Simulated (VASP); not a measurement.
A periodic (001) film of C (diamond) under biaxial in-plane strain, normal axis and ions relaxed with LDA. Gaps from LDA in VASP (PAW), over mesh and path in the film cell's folded zone.

| strain (%) | gap (eV) |
|---|---|
| -1 | 4.050 |
| +0 | 4.138 |
| +1 | 3.770 |

Take the slope on the side of tension and predict the gap at +3 %.

The slope is -0.368 eV per cent, which gives 4.138 + (-0.368)(+3) = 3.03 eV. The run gave 3.08 eV, +0.05 eV from the line.

Runs of the series that failed, ran out of time, didn't relax or are held back are left out.

The compound is C in the diamond structure.
